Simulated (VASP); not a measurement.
Given:

```yaml
crystal:
  lattice:
    - [1.80271, -3.12239, 0.00000]
    - [1.80271, 3.12239, 0.00000]
    - [0.00000, 0.00000, 5.65315]
  atoms:
    - { symbol: Gd, position: [0.33333, 0.66667, 0.25000] }
    - { symbol: Gd, position: [0.66667, 0.33333, 0.75000] }
```

Method: PBE GGA with D4 dispersion, VASP's PBE PAW potentials (set 64) (plane waves; VASP 6.6.1). Run with 520 eV cut-off, 13×13×7 Γ-centred mesh, tetrahedra with Blöchl corrections, potentials Gd_3.

The 4f electrons are frozen in the core of the lanthanide potential, so 4f levels, which can set the real gap, and their magnetism are missing.

**Question.** What does the run give for the energy per atom (σ→0), band gap (on the k-mesh) with the smallest direct gap where there is one?

**Answer.** 
| Item | Result |
|---|---|
| band gap (on the k-mesh) | none (metal, semimetal or under 0.01 eV) |
| energy per atom (σ→0) | -4.873 eV/atom |

Total energies compare only between runs with the same potentials, cut-off and functional.

The compound is Gd in the hcp structure. It was relaxed first.
